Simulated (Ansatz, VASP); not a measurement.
# Si29C28O26 (random packing of 32SiO2-39SiC-29C (mol %)) in two plane-wave programs

Aim: how closely do two programs agree when they are given the same cell, functional and k mesh? The cell is taken from a series of runs on this material, whose earlier steps may have relaxed, scaled, displaced or heated it; both programs get it as it stands.

Program: Ansatz 0.2.0. Level of theory: plane waves, with VASP 6.6.1 beside it; single point at PBE. Results are calculated unless marked as measured.

## (1) The starting structure

The cell holds 83 atoms: 29 Si, 26 O and 28 C. Cell: a = 9.666 Å, b = 9.666 Å, c = 9.666 Å, α = 90.0°, β = 90.0°, γ = 90.0°. As first built, before any earlier steps moved the atoms (in the runner's words): 83 atoms (29 Si, 26 O, 28 C) packed at random in a cube at 2.88 g/cm^3 and pushed apart as soft spheres, cations and anions kept from their own kind; a start for melting by ab initio MD, not an equilibrated structure. Then every atom was moved at random, 0.02 A r.m.s. a Cartesian component (hydrogen 0.6 of that).

## (2) VASP: single point, PBE

With cell and atoms fixed, the geometry can't cause a difference; cores, projectors, grids and the points listed under the comparison can.

Lines of VASP's logs that name or quote its potential files are left out, and so is its time.

Input file INCAR:

```
SYSTEM = Si29C28O26
PREC = Accurate
ENCUT = 600
EDIFF = 1E-06
NELM = 120
ISMEAR = -1
SIGMA = 0.05
LREAL = Auto
ALGO = Normal
GGA = PE
NBANDS = 256
LORBIT = 11
LWAVE = .FALSE.
LCHARG = .FALSE.
ISIF = 2
LASPH = .TRUE.
GGA_COMPAT = .FALSE.
NCORE = 2
```

Input file POSCAR:

```
Si29C28O26
1.0
    9.6657000000      0.0000000000      0.0000000000
    0.0000000000      9.6657000000      0.0000000000
    0.0000000000      0.0000000000      9.6657000000
Si O C
29 26 28
Direct
    0.6987500000      0.5538000000      0.8830800000
    0.0701900000      0.5109800000      0.2206900000
    0.4595700000      0.9292000000      0.4384700000
    0.8956000000      0.5585100000      0.7094000000
    0.9511600000      0.9579900000      0.6333300000
    0.8597900000      0.5691600000      0.0886600000
    0.4387100000      0.4880500000      0.7809300000
    0.9683000000      0.7715400000      0.2029800000
    0.8082100000      0.1657400000      0.6871500000
    0.6190100000      0.7292500000      0.6744800000
    0.6467000000      0.9565000000      0.2668100000
    0.9733400000      0.3126800000      0.5670200000
    0.7298900000      0.2974100000      0.8932500000
    0.1292000000      0.4539900000      0.7189100000
    0.1213900000      0.6690100000      0.4114700000
    0.4415100000      0.2476500000      0.4814700000
    0.0963900000      0.0189300000      0.2972800000
    0.1929900000      0.1892700000      0.5386000000
    0.0572700000      0.1779300000      0.7676400000
    0.3266900000      0.1178800000      0.2475700000
    0.9331400000      0.0889400000      0.9865700000
    0.1178500000      0.7739500000      0.6477700000
    0.3739600000      0.8074800000      0.6624500000
    0.9469100000      0.2955400000      0.3132300000
    0.0075500000      0.8523400000      0.9217800000
    0.6273400000      0.5394800000      0.3522600000
    0.2706500000      0.3658600000      0.2971900000
    0.3321700000      0.4965200000      0.5517400000
    0.8594000000      0.0162200000      0.3981100000
    0.6493200000      0.6796000000      0.5040400000
    0.8039800000      0.8542300000      0.4537400000
    0.2029700000      0.4019900000      0.4601600000
    0.6298800000      0.5640200000      0.0938100000
    0.1293300000      0.6866900000      0.8071300000
    0.0729400000      0.8781500000      0.0889100000
    0.4853200000      0.7928300000      0.9119000000
    0.3667900000      0.8799200000      0.2262600000
    0.6817600000      0.8593500000      0.0705900000
    0.0855500000      0.6285700000      0.0884400000
    0.2526800000      0.8408600000      0.4653500000
    0.3797200000      0.6087600000      0.4034700000
    0.5672100000      0.0785300000      0.4503700000
    0.3366000000      0.0672800000      0.4244200000
    0.9306600000      0.6702800000      0.3407500000
    0.7324800000      0.3902200000      0.2517600000
    0.8977900000      0.4100400000      0.8455100000
    0.8141900000      0.3480700000      0.4798500000
    0.0793400000      0.0009500000      0.7954300000
    0.1520100000      0.1950900000      0.2883000000
    0.4312600000      0.3109900000      0.6604200000
    0.4221300000      0.2208600000      0.1332400000
    0.8335100000      0.7957500000      0.9114200000
    0.6423500000      0.1907000000      0.0626300000
    0.3427600000      0.9684000000      0.9741900000
    0.5771500000      0.9067300000      0.6790000000
    0.7173000000      0.1926600000      0.3703600000
    0.7865300000      0.7111100000      0.4652200000
    0.5612800000      0.5277800000      0.5875700000
    0.8573400000      0.5448600000      0.3197000000
    0.5751000000      0.2896000000      0.2018200000
    0.3377700000      0.7857200000      0.9847100000
    0.4934100000      0.0531300000      0.8614800000
    0.9487900000      0.3381600000      0.0479300000
    0.7101500000      0.0256200000      0.0553300000
    0.7353400000      0.8757300000      0.8446100000
    0.4629500000      0.7002400000      0.4738300000
    0.0449900000      0.5216500000      0.9440800000
    0.5054100000      0.7876300000      0.2163100000
    0.7782200000      0.4901900000      0.5189100000
    0.1967900000      0.7882200000      0.1683200000
    0.2481100000      0.6088200000      0.8368600000
    0.2351800000      0.0575000000      0.8356400000
    0.3386400000      0.4031700000      0.9997700000
    0.1799100000      0.2572600000      0.9464500000
    0.3632900000      0.6433700000      0.2415800000
    0.5084900000      0.0689700000      0.1154900000
    0.0775500000      0.1989700000      0.1451600000
    0.1612300000      0.9391000000      0.5030400000
    0.6719000000      0.9056100000      0.5185900000
    0.6795500000      0.7158100000      0.1123900000
    0.1807400000      0.0245700000      0.0827100000
    0.5719700000      0.1801200000      0.6696300000
    0.5446400000      0.4597600000      0.0357800000
```

Input file KPOINTS:

```
Automatic mesh
0
Gamma
1 1 1
0 0 0
```

PAW data sets: Si, O and C (PBE family, release 64).

The run is started by

```
mpirun -np 8 vasp_gam
```

Numbers of over 12 decimals in the logs are rounded to 6 here.

Log:

```text
[banner, memory and clock lines left out]
running    8 mpi-ranks, on    1 nodes
[...]
LDA part: xc-table for (Slater+PW92), standard interpolation
 POSCAR, INCAR and KPOINTS ok, starting setup
[...]
entering main loop
       N       E                     dE             d eps       ncg     rms          rms(c)
DAV:   1     0.297089522373E+04    0.29709E+04   -0.23220E+05   512   0.165E+03
DAV:   2    -0.101934607122E+03   -0.30728E+04   -0.28942E+04   632   0.332E+02
DAV:   3    -0.431344513212E+03   -0.32941E+03   -0.31529E+03   648   0.100E+02
DAV:   4    -0.443788005008E+03   -0.12443E+02   -0.12053E+02   640   0.197E+01
[...]
DAV:  19    -0.420680535482E+03    0.33894E-05   -0.46199E-05   672   0.168E-02    0.134E-02
DAV:  20    -0.420680535746E+03   -0.26410E-06   -0.15123E-05   656   0.903E-03    0.801E-03
DAV:  21    -0.420680536437E+03   -0.69139E-06   -0.68062E-06   576   0.569E-03
   1 F= -.42068054E+03 E0= -.42053608E+03  d E =-.288916E+00
```

OUTCAR, selected parts (step 2):

```text
  Total       29.7709738     40.6382976     40.9944832      5.8032757      3.8219173      1.9564746
  in kB       52.8206435     72.1018078     72.7337640     10.2963631      6.7809717      3.4712418
  external PRESSURE =      65.8854051 kB  Pullay stress =       0.0000000 kB

 POSITION                                       TOTAL-FORCE (eV/Angst)
 -----------------------------------------------------------------------------------
      6.75391      5.35286      8.53559        -0.531714     -0.326514     -0.448260
      0.67844      4.93898      2.13312         1.251417     -2.207828      0.662449
      4.44207      8.98137      4.23812         0.627054     -1.798043      0.502431
      8.65660      5.39839      6.85685        -0.789832     -1.074856     -0.847866
      9.19363      9.25964      6.12158         0.300526     -0.121869     -0.366450
      8.31047      5.50133      0.85696        -1.667100     -0.305523     -0.156513
      4.24044      4.71734      7.54824        -0.494927     -0.048207      1.279066
      9.35930      7.45747      1.96194        -0.594466      1.715130     -0.274111
      7.81192      1.60199      6.64179        -1.600512     -0.912147      0.737856
      5.98316      7.04871      6.51932        -0.346442      0.057127      3.694769
      6.25081      9.24524      2.57891        -0.420656      1.112429     -2.928652
      9.40801      3.02227      5.48065        -0.284184     -0.790498      0.269311
      7.05490      2.87468      8.63389         0.820303      0.023046      0.819654
      1.24881      4.38813      6.94877         0.106989     -0.600641      1.847982
[...]
-----------------------------------------------------------------------------------
    total drift:                               -0.003057     -0.004391      0.004281

  FREE ENERGIE OF THE ION-ELECTRON SYSTEM (eV)
  ---------------------------------------------------
  free  energy   TOTEN  =      -420.6805364374 eV

  energy  without entropy=     -420.3916203548  energy(sigma->0) =     -420.53607840

[... 3 further parts left out ...]
[key lines of the parts left out:]
E-fermi :   7.0761
```

The run ends at a pressure of 6.59 GPa, with forces up to 6.3 eV/Å.

(Part 1 of 2 ends here.)

[Lines on the potential files, build, host, timing and source positions are cut from VASP's logs without a mark.]

[Logs are printed without paths, hosts, clocks, repeated set-up lines and the standing remarks that a program may print on its own settings, such as how far it seeks lower states.]

[Hosts, paths, dates, database ids (printed as entryN), source tags and the programs' standing remarks are cut or masked in the printed files.]
